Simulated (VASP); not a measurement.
Computed with LDA (Ceperley-Alder, Perdew-Zunger), VASP's LDA PAW potentials (set 64) (plane waves; VASP).

Input for VASP

File POSCAR:
```
Bi
1
    4.0480042382    -2.2477943565    -0.0225921641
    4.0480042382     2.2477943565    -0.0225921641
    2.8204585549    -0.0000000000     3.6721167946
Bi
2
Direct
  0.2372000678   0.2372000678   0.2372000678
  0.7627999322   0.7627999322   0.7627999322
```

### INCAR
```
SYSTEM = Bi
PREC = Accurate
ENCUT = 400
EDIFF = 1E-6
NELM = 100
ALGO = Normal
LREAL = .FALSE.
LASPH = .TRUE.
ISMEAR = 1
SIGMA = 0.1
LMAXMIX = 4
LWAVE = .FALSE.
LCHARG = .FALSE.
IBRION = 2
ISIF = 3
NSW = 60
EDIFFG = -0.01
```

File KPOINTS:
```
Automatic mesh
0
G
9 9 9
0 0 0
```

POTCAR, in this order: Bi_d (LDA.64 set). Program: vasp_std.

Output of the run:

OSZICAR:
```
       N       E                     dE             d eps       ncg     rms          rms(c)
DAV:   1     0.274041338665E+03    0.27404E+03   -0.14715E+04  3230   0.164E+03
DAV:   2     0.129562171894E+02   -0.26109E+03   -0.25721E+03  3242   0.424E+02
DAV:   3    -0.840188144877E+01   -0.21358E+02   -0.20973E+02  3755   0.147E+02
DAV:   4    -0.911925719631E+01   -0.71738E+00   -0.71590E+00  3604   0.298E+01
DAV:   5    -0.915486149679E+01   -0.35604E-01   -0.35603E-01  4410   0.579E+00    0.106E+00
DAV:   6    -0.914018143617E+01    0.14680E-01   -0.20626E-02  3960   0.167E+00    0.613E-01
DAV:   7    -0.913338435656E+01    0.67971E-02   -0.13153E-02  3808   0.140E+00    0.105E-01
DAV:   8    -0.913330717303E+01    0.77184E-04   -0.13547E-03  3448   0.490E-01    0.170E-02
DAV:   9    -0.913331169792E+01   -0.45249E-05   -0.59108E-05  4858   0.711E-02    0.819E-03
DAV:  10    -0.913331130966E+01    0.38826E-06   -0.24413E-06  2734   0.113E-02
   1 F= -.91333113E+01 E0= -.91333060E+01  d E =-.913331E+01
       N       E                     dE             d eps       ncg     rms          rms(c)
DAV:   1    -0.913410689185E+01   -0.79519E-03   -0.22796E-02  3566   0.240E+00    0.145E-01
DAV:   2    -0.913345070933E+01    0.65618E-03   -0.13648E-03  3521   0.609E-01    0.605E-02
DAV:   3    -0.913332341177E+01    0.12730E-03   -0.56143E-04  4206   0.361E-01    0.858E-03
DAV:   4    -0.913332335409E+01    0.57677E-07   -0.18414E-05  3371   0.479E-02    0.339E-03
DAV:   5    -0.913332355706E+01   -0.20297E-06   -0.30283E-06  2668   0.247E-02
   2 F= -.91333236E+01 E0= -.91333171E+01  d E =-.122474E-04
```

### OUTCAR
```
------------------------ aborting loop because EDIFF is reached ----------------------------------------
  FORCE on cell =-STRESS in cart. coord.  units (eV):
  Direction    XX          YY          ZZ          XY          YZ          ZX
  --------------------------------------------------------------------------------------
  Total       -0.0021786      0.0113218      0.0098316      0.0000000      0.0000000     -0.0044855
  in kB       -0.0520853      0.2706758      0.2350475      0.0000000      0.0000000     -0.1072355
  external PRESSURE =       0.1512127 kB  Pullay stress =       0.0000000 kB
  volume of cell :       67.02
      direct lattice vectors                 reciprocal lattice vectors
     4.044961598 -2.247081633 -0.023169456     0.123069374 -0.222510830 -0.094482492
     4.044961598  2.247081633 -0.023169456     0.123069374  0.222510830 -0.094482492
     2.817805141  0.000000000  3.670367997     0.001553768  0.000000000  0.271259390
 POSITION                                       TOTAL-FORCE (eV/Angst)
 -----------------------------------------------------------------------------------
      2.58725      0.00000      0.85960         0.006112      0.000000      0.002031
      8.32048      0.00000      2.76443        -0.006112      0.000000     -0.002031
 -----------------------------------------------------------------------------------
    total drift:                                0.000000     -0.000000      0.000000
  FREE ENERGIE OF THE ION-ELECTRON SYSTEM (eV)
  ---------------------------------------------------
  free  energy   TOTEN  =        -9.1333235571 eV

  energy  without entropy=       -9.1333040603  energy(sigma->0) =       -9.13331706

 reached required accuracy - stopping structural energy minimisation
```
(Selected blocks of OUTCAR.)

**CONTCAR**
```
Bi
   1.00000000000000
     4.0449615975868802   -2.2470816334561241   -0.0231694555316755
     4.0449615975868802    2.2470816334561241   -0.0231694555316755
     2.8178051405758726    0.0000000000000000    3.6703679970434102
  Bi
     2
Direct
     0.2371943245904637    0.2371943245904637    0.2371943245904637
     0.7628056754095363    0.7628056754095363    0.7628056754095363
```

**OUTCAR**
```
 val. band max:        6.6187020832   @ k =   0.4444   0.0000  -0.0000

 cond. band min:       6.6469042247   @ k =   0.2222   0.2222   0.1111


 Fermi energy:         6.6248317098

 k-point     1 :       0.0000    0.0000    0.0000
  band No.  band energies     occupation
      1     -16.2983      2.00000
      2     -16.2983      2.00000
      3     -16.1262      2.00000
      4     -16.1262      2.00000
      5     -16.1149      2.00000
      6     -15.9165      2.00000
      7     -15.9077      2.00000
      8     -15.9077      2.00000
      9     -15.7710      2.00000
     10     -15.7710      2.00000
     11      -6.7275      2.00000
     12      -0.6595      2.00000
     13       5.1046      2.00000
     14       5.3336      2.00000
     15       5.3336      2.00000
     16       9.4362      0.00000
     17       9.7368      0.00000
     18       9.7368      0.00000
     19      12.2035      0.00000

 k-point     2 :       0.1111   -0.0000   -0.0000
  band No.  band energies     occupation
      1     -16.2866      2.00000
      2     -16.2849      2.00000
      3     -16.1210      2.00000
      4     -16.1186      2.00000
      5     -16.1078      2.00000
      6     -15.9228      2.00000
      7     -15.9140      2.00000
      8     -15.9125      2.00000
      9     -15.7859      2.00000
     10     -15.7836      2.00000
     11      -6.6056      2.00000
     12      -0.9703      2.00000
     13       5.1614      2.00000
     14       5.3431      2.00000
     15       5.3861      2.00000
     16       9.0915      0.00000
     17       9.2403      0.00000
     18       9.3959      0.00000
     19      11.7485      0.00000

 k-point     3 :       0.2222    0.0000   -0.0000
  band No.  band energies     occupation
      1     -16.2539      2.00000
      2     -16.2462      2.00000
      3     -16.1075      2.00000
      4     -16.0971      2.00000
      5     -16.0871      2.00000
      6     -15.9434      2.00000
      7     -15.9326      2.00000
...
```

Unless said otherwise, spin-orbit coupling is left out, though it shifts the bands of the heavy elements here.

The compound is Bi in the a7 structure. This run relaxes it. Symmetry was kept, so distortions that lower it aren't found. The start is the result of an earlier pass.
